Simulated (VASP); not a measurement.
# CdS (F-43m) in VASP: further runs, part 2 of 2

VASP 6.6.1. The steps go on from the part before.

### 3 Born charges and dielectric tensor, PBE

The input, INCAR:

```
  PREC = Accurate
  ENCUT = 520
  EDIFF = 1E-8
  ISMEAR = 0
  SIGMA = 0.02
  LREAL = F
  LASPH = T
  NELM = 100
  ALGO = Normal
  ISIF = 2
  LWAVE = F
  LCHARG = F
  GGA = PE
  LEPSILON = T
  IBRION = 8
  NSW = 1
```

The input, KPOINTS:

```
Automatic mesh
0
Gamma
  10 10 10
```

The input, POSCAR:

```
CdS                                     
1.0
   -0.0000000000      2.9687775097      2.9687775097
    2.9687775097     -0.0000000000      2.9687775097
    2.9687775097      2.9687775097      0.0000000000
  Cd              S             
     1     1
Direct
     0.0000000000000000    0.0000000000000000    0.0000000000000000
     0.2500000000000000    0.2500000000000000    0.2500000000000000
```

Potentials or basis: VASP PAW PBE potentials, release 64 (Cd, S).

Run with:

```console
$ cat potpaw_PBE.64/Cd/POTCAR potpaw_PBE.64/S/POTCAR > POTCAR
$ mpirun -np 1 vasp_std > vasp.out
```

OUTCAR:

```text
PREC = Accurate
   ENCUT = 520
   EDIFF = 1E-8
   ISMEAR = 0
   LREAL = F
   LASPH = T
   NELM = 100
   ISIF = 2
   GGA = PE
   LEPSILON = T
   IBRION = 8
   NSW = 1

 ion  position               nearest neighbor table
   1  0.000  0.000  0.000-   2 2.57   2 2.57   2 2.57   2 2.57
   2  0.250  0.250  0.250-   1 2.57   1 2.57   1 2.57   1 2.57

  LATTYP: Found a face centered cubic cell.
 ALAT       =     5.9375550194

  Lattice vectors:

 A1 = (   0.0000000000,   2.9687775097,   2.9687775097)
 A2 = (   2.9687775097,   0.0000000000,   2.9687775097)
 A3 = (   2.9687775097,   2.9687775097,   0.0000000000)

Analysis of symmetry for initial positions (statically):
=====================================================================
 Subroutine PRICEL returns:
 Original cell was already a primitive cell.

[... 684 lines left out ...]
  z     0.00000     0.00000     0.00000    -5.16604     0.00000     0.00000

 SECOND DERIVATIVES (NOT SYMMETRIZED)
 ------------------------------------
               1X          1Y          1Z          2X          2Y          2Z
  1X    -4.309125    0.000000    0.000000    4.309125    0.000000    0.000000
  1Y     0.000000   -4.309125    0.000000    0.000000    4.309125    0.000000
  1Z     0.000000    0.000000   -4.309125    0.000000    0.000000    4.309125
  2X     4.308139    0.000000    0.000000   -4.308139    0.000000    0.000000
  2Y     0.000000    4.308139    0.000000    0.000000   -4.308139    0.000000
  2Z     0.000000    0.000000    4.308139    0.000000    0.000000   -4.308139

 Eigenvectors and eigenvalues of the dynamical matrix
 ----------------------------------------------------

   1 f  =    6.496496 THz    40.818689 2PiTHz  216.699783 cm-1    26.867337 meV
             X         Y         Z           dx          dy          dz
      0.000000  0.000000  0.000000    -0.471153    0.000000    0.000000
      1.484389  1.484389  1.484389     0.882052    0.000000    0.000000
[... 21 lines left out ...]
   6 f/i=    0.000309 THz     0.001941 2PiTHz    0.010304 cm-1     0.001278 meV
             X         Y         Z           dx          dy          dz
      0.000000  0.000000  0.000000     0.000000    0.494175    0.730621
      1.484389  1.484389  1.484389     0.000000    0.263966    0.390265

--------------------------------------------------------------------------------------------------------

 MACROSCOPIC STATIC DIELECTRIC TENSOR IONIC CONTRIBUTION
 ------------------------------------------------------
           4.075934    -0.000000    -0.000000
          -0.000000     4.075934     0.000000
          -0.000000     0.000000     4.075934
 ------------------------------------------------------

 ELASTIC MODULI CONTR FROM IONIC RELAXATION (kBar)
 Direction    XX          YY          ZZ          XY          YZ          ZX
 --------------------------------------------------------------------------------
 XX          -0.0000     -0.0000     -0.0000     -0.0000      0.0000     -0.0000
 YY          -0.0000     -0.0000     -0.0000     -0.0000     -0.0000      0.0000
 ZZ          -0.0000     -0.0000     -0.0000      0.0000     -0.0000     -0.0000
 XY          -0.0000     -0.0000      0.0000   -193.0712      0.0000      0.0000
 YZ           0.0000     -0.0000     -0.0000      0.0000   -193.0712      0.0000
 ZX          -0.0000      0.0000     -0.0000      0.0000      0.0000   -193.0712
 --------------------------------------------------------------------------------

 PIEZOELECTRIC TENSOR IONIC CONTR  for field in x, y, z        (C/m^2)
          XX          YY          ZZ          XY          YZ          ZX
  --------------------------------------------------------------------------------
  x    -0.00000     0.00000     0.00000    -0.00000     0.83473    -0.00000
  y     0.00000     0.00000     0.00000     0.00000     0.00000     0.83473
  z     0.00000     0.00000     0.00000     0.83473     0.00000     0.00000
```

OSZICAR:

```text
N       E                     dE             d eps       ncg     rms          rms(c)
DAV:   1     0.109453940274E+03    0.10945E+03   -0.91279E+03  1254   0.125E+03
DAV:   2    -0.174624551276E+01   -0.11120E+03   -0.10619E+03  1382   0.296E+02
DAV:   3    -0.666454925511E+01   -0.49183E+01   -0.49035E+01  1492   0.637E+01
[... 13 lines left out ...]
RMM:  10    -0.107926387959E+00   -0.76838E-06   -0.27265E-09  7080   0.101E-04    0.473E-05
RMM:  11    -0.107926418517E+00   -0.30558E-07    0.31990E-08  7184   0.334E-05    0.443E-06
RMM:  12    -0.107926382094E+00    0.36423E-07   -0.75382E-09  6549   0.564E-06    0.270E-06
RMM:  13    -0.107926393331E+00   -0.11237E-07   -0.20739E-08  5240   0.247E-06    0.267E-07
RMM:  14    -0.107926394497E+00   -0.11662E-08   -0.24079E-09  3639   0.116E-06    0.187E-07
 Linear response finished
```

stdout:

```text
POSCAR found type information on POSCAR CdS
 POSCAR found :  2 types and       2 ions
 scaLAPACK will be used
 LDA part: xc-table for (Slater+PW92), standard interpolation
 POSCAR, INCAR and KPOINTS ok, starting setup
 FFT: planning ... GRIDC
 FFT: planning ... GRID_SOFT
 FFT: planning ... GRID
 WAVECAR not read
 entering main loop
[... 23 lines left out ...]
  Direction:   3
 dielectric tensor                  component  3 :     0.759     0.801     6.422
 Linear response DOF=           2
 Linear response progress:
 first order change of Fermi-energy   0.13403E+00
 force on displaced ion       1 direction 1 :  -4.309   0.000   0.000
 Born effective charge ion    1 direction 1 :   2.250   0.000   0.000
 Linear response progress:
 first order change of Fermi-energy  -0.13377E+00
 force on displaced ion       2 direction 1 :  -4.308  -0.000  -0.000
 Born effective charge ion    2 direction 1 :  -2.257   0.000   0.000
 Born effective charges drift removed
 Linear response finished
```

It took 8.3 min on 1 thread of AMD EPYC 9R14 (Zen 4), shared host; peak memory 0.39 GiB.

What came out:

```
Band gap on the k mesh                                  : 1.03 eV, direct
Electronic dielectric tensor (diagonal)                 : 6.42
Born charges (mean of the diagonal)                     : Cd +2.25; S -2.25 e
Highest phonon frequency at Γ, LO-TO splitting left out : 217 cm⁻¹
```

Phonon frequencies in cm⁻¹ (negative: imaginary):
```csv
q point,frequencies
"(0.000, 0.000, 0.000)",0 0 0 217 217 217
```

Electronic dielectric tensor:
```
6.42 0.00 0.00
0.00 6.42 0.00
0.00 0.00 6.42
```

Born effective charge tensors (e):
atom 1, Cd
```
2.25 0.00 0.00
0.00 2.25 0.00
0.00 0.00 2.25
```
atom 2, S
```
-2.25  0.00  0.00
 0.00 -2.25  0.00
 0.00  0.00 -2.25
```
